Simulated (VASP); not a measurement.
All values below come from HSE06 screened hybrid, VASP's PBE PAW potentials (set 64) (plane waves; VASP).

VASP input:

### KPOINTS
```
kpoints
0
Gamma
  1 1 1
```

File POSCAR:
```
C35NSi36
9.2813370
  0.4999999740  -0.8660253861   0.0000000000
  0.4999999740   0.8660253861   0.0000000000
  0.0000000000   0.0000000000   1.0912576546
Si C N
36 35 1
Cartesian
  0.9997054570   0.0002607068   0.0011446245
  0.9995298889   0.0001433542   0.5458494588
  0.1661231492  -0.0965045642   0.8194234819
  0.1659986934   0.0960056030   0.2751521945
  0.6663151029  -0.5778412234   0.0012156320
  0.6662099793  -0.5777756000   0.5459007066
  0.3331715086   0.1922485851   0.8194626485
  0.3332479686   0.3846829231   0.2739276560
  0.3334080376   0.5771429250   0.0008017078
  0.3332169983   0.5770916270   0.5458885753
  0.4998987187   0.4808228722   0.8192562258
  0.4996463546   0.6732315196   0.2739309852
  0.6664916143   0.5771011279   0.0008735985
  0.6663455417   0.5770588335   0.5459453762
  0.3331250094  -0.3853408913   0.8195166017
  0.3342392550  -0.1921276948   0.2737184928
  0.3337104481  -0.0007133423   0.0007610951
  0.3297657358   0.0014612711   0.5455328560
  0.4996627241  -0.0965457704   0.8223610164
  0.4995065991   0.0945694997   0.2737184107
  0.4999504973   0.2885311866   0.0008274859
  0.4997230634   0.2884394646   0.5459063525
  0.6667219629   0.1923802155   0.8194438544
  0.6663746198   0.3847219310   0.2741355931
  0.3335910278  -0.5777325522   0.0012620530
  0.8333557639   0.2883671971   0.5460005839
  0.4999074144  -0.6737836009   0.8202095950
  0.4999015836  -0.4817340252   0.2752751073
  0.4999885400  -0.2881960154   0.0008022858
  0.4997828648  -0.2926630804   0.5455635035
  0.6666999793  -0.3854580460   0.8194256623
  0.6652631671  -0.1920450676   0.2735299182
  0.6656537198  -0.0005542331   0.0007015635
  0.6691980133   0.0015412702   0.5456199551
  0.8332440690  -0.0964949405   0.8194003384
  0.8330830668   0.0961604941   0.2752288274
  0.9997188219  -0.0004399037   0.8873199775
  0.9995276240  -0.0005594243   0.3419330809
  0.1674856723  -0.0968661036   0.6133069651
  0.1666927341   0.0957597678   0.0678903063
  0.1668607899   0.2884133066   0.8874047823
  0.1668125743   0.2884814345   0.3420018224
  0.3340328988   0.1911262862   0.6133416850
  0.3332996679   0.3846981836   0.0674188743
  0.8330945237  -0.2889025981   0.8870027659
  0.8326294085  -0.2887534350   0.3413924267
  0.4997991188   0.4808161810   0.6131348808
  0.4998932761   0.6734794575   0.0674278724
  0.6666629229   0.5771782216   0.8870433726
  0.1667184248  -0.2886624817   0.3415113253
  0.3334748272  -0.3838132275   0.6133787529
  0.3333030011  -0.1927701705   0.0673830560
  0.3333244375  -0.0005338794   0.8857546713
  0.3338002034  -0.0009056025   0.3424411256
  0.4995859269   0.0959513969   0.0673628123
  0.5000158284   0.2882172129   0.8870152491
  0.4997663522   0.2879386626   0.3414651455
  0.6654110548   0.1912736601   0.6133111576
  0.6665893839   0.3846661782   0.0676051303
  0.8330666440   0.2885532424   0.8874383546
  0.8328819391   0.2886300356   0.3421384254
  0.4997158715  -0.6737580928   0.6136105057
  0.5000393538  -0.4811088119   0.0679376859
  0.4999210249  -0.2885939716   0.8857645584
  0.4998337475  -0.2878871171   0.3424189490
  0.6662457861  -0.3838695745   0.6133227031
  0.6666275998  -0.1926159427   0.0672450802
  0.6660165309  -0.0004743784   0.8856884227
  0.6652400252  -0.0008624748   0.3424370786
  0.8315484330  -0.0967956963   0.6132657953
  0.8326554708   0.0958850444   0.0678484014
  0.4996009357  -0.0965794945   0.6139691976
```

### INCAR
```
# general
SYSTEM    =  C35NSi36
PREC      =  Normal
ENCUT     =  400
LREAL     =  Auto
LASPH     =  T
ISYM      =  0

# electronic loop
EDIFF     =  1E-5
NELM      =  50
NELMIN    =  4
ALGO      =  Normal

# smearing
ISMEAR    =  0
SIGMA     =  0.05

# functional
GGA       =  PE
LHFCALC   =  T
AEXX      =  0.25
HFSCREEN  =  0.2
PRECFOCK  =  Fast

# spin
ISPIN     =  2
MAGMOM    =  72*0.0139
NUPDOWN   =  1

# ions
ISIF      =  0

# output
LWAVE     =  F
LCHARG    =  F
LORBIT    =  10
```

POTCAR, in this order: Si C N (PBE.64 set). Program: vasp_gam. Read from the step before: WAVECAR.

The run wrote:

File OUTCAR:
```
 ion  position               nearest neighbor table
   1  1.000  1.000  0.001-  40 1.89  71 1.89  48 1.89  37 1.90  25 3.09   5 3.09  27 3.09   9 3.10
                            13 3.10  17 3.10   3 3.10  33 3.10  35 3.10  12 3.10   4 3.10  36 3.11
   2  0.999  1.000  0.500-  62 1.89  38 1.89  70 1.91  39 1.91  18 3.07  34 3.07  36 3.08   4 3.08
                            26 3.09   6 3.09  12 3.09  10 3.10  14 3.10  35 3.10   3 3.11  27 3.11
   3  0.222  0.110  0.751-  37 1.89  53 1.89  49 1.89  39 1.91  35 3.09  11 3.09  27 3.09  19 3.10
                             7 3.10  15 3.10  18 3.10  13 3.10  17 3.10   1 3.10  14 3.10   2 3.11
   4  0.111  0.221  0.252-  38 1.89  42 1.89  54 1.90  40 1.92  18 3.06   2 3.08   6 3.08  28 3.09
                            36 3.09  12 3.09  20 3.10   8 3.10  16 3.10   1 3.10   5 3.11  17 3.12
   5  1.000  0.333  0.001-  63 1.89  40 1.89  44 1.89  41 1.90   1 3.09  25 3.09  27 3.09  21 3.10
                             9 3.10  17 3.10   8 3.10  29 3.10  31 3.10   7 3.10   4 3.11  28 3.11
   6  1.000  0.333  0.500-  62 1.89  42 1.89  66 1.91  43 1.91  30 3.06  18 3.06  28 3.08   4 3.08
                             2 3.09  26 3.09   8 3.09  22 3.10  10 3.10  31 3.10   7 3.11  27 3.11
   7  0.222  0.444  0.751-  41 1.89  53 1.89  56 1.89  43 1.91  31 3.09  27 3.09  11 3.09  19 3.09
                            23 3.10   3 3.10  21 3.10  18 3.10  17 3.10   5 3.10  22 3.10   6 3.11
   8  0.111  0.555  0.251-  42 1.89  46 1.89  57 1.89  44 1.92  12 3.09  22 3.09  24 3.09  10 3.09
                            28 3.09   6 3.09   4 3.10   5 3.10  21 3.10   9 3.10  20 3.10  32 3.10
   9  0.000  0.667  0.001-  48 1.89  44 1.89  67 1.89  45 1.90  13 3.09  21 3.09  29 3.09   1 3.10
                            33 3.10  35 3.10   5 3.10  11 3.10  31 3.10  12 3.10   8 3.10  32 3.11
  10  0.000  0.666  0.500-  66 1.89  70 1.89  47 1.89  46 1.90  12 3.09  14 3.09   8 3.09  22 3.09
                            30 3.09   2 3.10  34 3.10   6 3.10  32 3.10  11 3.10  35 3.10  31 3.10
  11  0.222  0.778  0.751-  45 1.90  56 1.90  49 1.90  47 1.91   3 3.09  31 3.09  23 3.09  15 3.09
                             7 3.09  35 3.09  21 3.10   9 3.10  13 3.10  14 3.10  22 3.10  10 3.10
  12  0.111  0.888  0.251-  38 1.89  46 1.89  50 1.89  48 1.92  10 3.09   8 3.09  14 3.09  24 3.09
                             4 3.09   2 3.09  36 3.10   9 3.10  13 3.10   1 3.10  32 3.10  16 3.11
  13  0.333  1.000  0.001-  48 1.89  59 1.89  52 1.89  49 1.90   9 3.09  21 3.09  17 3.09  29 3.10
                            25 3.10  15 3.10   3 3.10   1 3.10  11 3.10  12 3.10  24 3.10  16 3.11
  14  0.333  1.000  0.500-  39 1.89  51 1.89  47 1.89  50 1.90  24 3.09  10 3.09  12 3.09  18 3.09
                            22 3.09  30 3.09  26 3.10   2 3.10  11 3.10  16 3.10   3 3.10  15 3.11
  15  0.556  0.111  0.751-  60 1.89  64 1.89  49 1.89  51 1.91  23 3.09  27 3.09  11 3.09  19 3.09
                            31 3.10   3 3.10  13 3.10  30 3.10  25 3.10  29 3.10  26 3.10  14 3.11
  16  0.445  0.223  0.251-  54 1.89  65 1.89  50 1.90  52 1.92  20 3.07  32 3.07  17 3.09  29 3.09
                            28 3.10   4 3.10  18 3.10  30 3.10  14 3.10  24 3.10  12 3.11  13 3.11
  17  0.334  0.333  0.001-  55 1.89  52 1.89  40 1.90  53 1.91  19 3.07  33 3.08  29 3.08  13 3.09
                            20 3.09  16 3.09  21 3.10   5 3.10   7 3.10   1 3.10   3 3.10   4 3.12
  18  0.329  0.331  0.500-  43 1.87  39 1.87  54 1.89  72 1.93   4 3.06   6 3.06   2 3.07  14 3.09
                            22 3.10  20 3.10  16 3.10   3 3.10   7 3.10
  19  0.555  0.444  0.754-  64 1.88  53 1.88  68 1.88  72 1.93  17 3.07  33 3.07  29 3.07   7 3.09
                            15 3.09   3 3.10  35 3.10  31 3.10  23 3.10  34 3.15  30 3.15
  20  0.445  0.554  0.251-  54 1.89  69 1.89  57 1.90  55 1.92  16 3.07  32 3.07  17 3.09  33 3.09
...
```

**OSZICAR**
```
       N       E                     dE             d eps       ncg     rms          rms(c)
DAV:   1    -0.620093320447E+03   -0.62009E+03   -0.11301E+01   728   0.784E+00    0.157E+01
DAV:   2    -0.620168781144E+03   -0.75461E-01   -0.29468E-01   788   0.116E+00    0.114E+01
DAV:   3    -0.620150575538E+03    0.18206E-01   -0.13101E-02   824   0.251E-01    0.669E+00
DAV:   4    -0.620143915225E+03    0.66603E-02   -0.42291E-03   820   0.135E-01    0.385E+00
DAV:   5    -0.620141859465E+03    0.20558E-02   -0.12872E-03   804   0.753E-02    0.219E+00
DAV:   6    -0.620141179605E+03    0.67986E-03   -0.26950E-04   796   0.381E-02    0.125E+00
DAV:   7    -0.620140955918E+03    0.22369E-03   -0.99991E-05   788   0.239E-02    0.710E-01
DAV:   8    -0.620140887430E+03    0.68488E-04   -0.25166E-05   474   0.126E-02    0.411E-01
DAV:   9    -0.620140867021E+03    0.20409E-04   -0.12057E-05   452   0.948E-03    0.234E-01
DAV:  10    -0.620140862291E+03    0.47298E-05   -0.44605E-06   436   0.534E-03
   1 F= -.62014086E+03 E0= -.62014086E+03  d E =-.231723E-13  mag=     1.0000
```

### OUTCAR
```
------------------------ aborting loop because EDIFF is reached ----------------------------------------
  volume of cell :      755.60
      direct lattice vectors                 reciprocal lattice vectors
     4.640668259 -8.037873459  0.000000000     0.107743103 -0.062205508  0.000000000
     4.640668259  8.037873459  0.000000000     0.107743103  0.062205508  0.000000000
     0.000000000  0.000000000 10.128330046     0.000000000  0.000000000  0.098732959
  FREE ENERGIE OF THE ION-ELECTRON SYSTEM (eV)
  ---------------------------------------------------
  free  energy   TOTEN  =      -620.1408622908 eV

  energy  without entropy=     -620.1408622908  energy(sigma->0) =     -620.14086229

  exchange ACFDT corr.  =         0.00000000  see jH, gK, PRB 81, 115126

 total charge

# of ion       s       p       d       tot
------------------------------------------
    1        0.703   0.979   0.000   1.682
    2        0.706   0.972   0.000   1.679
    3        0.706   0.978   0.000   1.685
    4        0.704   0.971   0.000   1.675
    5        0.703   0.979   0.000   1.682
    6        0.707   0.973   0.000   1.679
    7        0.706   0.978   0.000   1.684
    8        0.706   0.977   0.000   1.683
    9        0.706   0.980   0.000   1.686
   10        0.710   0.979   0.000   1.689
   11        0.708   0.976   0.000   1.684
   12        0.706   0.977   0.000   1.683
   13        0.706   0.980   0.000   1.685
   14        0.710   0.979   0.000   1.689
   15        0.706   0.978   0.000   1.684
   16        0.705   0.979   0.000   1.683
   17        0.707   0.976   0.000   1.682
   18        0.703   0.951   0.000   1.653
   19        0.702   0.951   0.000   1.653
   20        0.705   0.979   0.000   1.683
   21        0.706   0.980   0.000   1.685
   22        0.710   0.979   0.000   1.689
   23        0.706   0.978   0.000   1.685
   24        0.706   0.977   0.000   1.683
   25        0.703   0.979   0.000   1.682
   26        0.707   0.973   0.000   1.679
   27        0.706   0.978   0.000   1.684
   28        0.703   0.971   0.000   1.675
   29        0.707   0.975   0.000   1.682
   30        0.703   0.950   0.000   1.653
   31        0.706   0.978   0.000   1.684
   32        0.705   0.979   0.000   1.684
   33        0.707   0.975   0.000   1.682
   34        0.703   0.951   0.000   1.653
   35        0.706   0.978   0.000   1.684
   36        0.703   0.971   0.000   1.674
   37        0.825   1.725   0.000   2.550
   38        0.826   1.727   0.000   2.553
   39        0.828   1.719   0.000   2.546
   40        0.830   1.716   0.000   2.545
   41        0.826   1.725   0.000   2.550
   42        0.826   1.727   0.000   2.553
   43        0.828   1.719   0.000   2.546
   44        0.828   1.721   0.000   2.550
   45        0.826   1.724   0.000   2.550
   46        0.826   1.722   0.000   2.548
   47        0.829   1.720   0.000   2.549
   48        0.828   1.722   0.000   2.550
   49        0.826   1.724   0.000   2.550
   50        0.826   1.722   0.000   2.548
   51        0.828   1.719   0.000   2.547
   52        0.827   1.724   0.000   2.551
   53        0.826   1.724   0.000   2.550
   54        0.826   1.727   0.000   2.553
   55        0.827   1.724   0.000   2.551
   56        0.826   1.724   0.000   2.550
   57        0.826   1.722   0.000   2.548
   58        0.828   1.719   0.000   2.546
   59        0.828   1.721   0.000   2.549
   60        0.826   1.725   0.000   2.550
   61        0.826   1.727   0.000   2.553
   62        0.829   1.720   0.000   2.548
   63        0.830   1.715   0.000   2.545
   64        0.826   1.724   0.000   2.550
   65        0.826   1.727   0.000   2.553
   66        0.828   1.719   0.000   2.546
   67        0.827   1.724   0.000   2.551
   68        0.826   1.724   0.000   2.550
   69        0.826   1.727   0.000   2.553
   70        0.828   1.719   0.000   2.546
   71        0.829   1.715   0.000   2.545
   72        1.260   2.503   0.000   3.763
--------------------------------------------------
tot         55.602  97.849   0.000 153.451

 magnetization (x)

# of ion       s       p       d       tot
------------------------------------------
    1       -0.000   0.000   0.000   0.000
    2        0.008   0.009   0.000   0.017
    3        0.000   0.001   0.000   0.001
    4       -0.000   0.003   0.000   0.003
    5       -0.000   0.000   0.000   0.000
    6        0.008   0.009   0.000   0.017
    7        0.000   0.001   0.000   0.001
    8       -0.000   0.001   0.000   0.001
    9        0.002   0.001   0.000   0.003
   10        0.008   0.003   0.000   0.012
   11        0.001   0.000   0.000   0.002
   12       -0.000   0.001   0.000   0.001
   13        0.002   0.001   0.000   0.003
...
```
(Selected blocks of OUTCAR.)

The supercell is sampled at Γ alone, which is coarse: total energies, pressure and levels can be off, energies of defects by several tenths of an eV.

The cell is a supercell with a defect, built from SiC (4h): N_C. The cell's shape comes from a PBE relaxation.
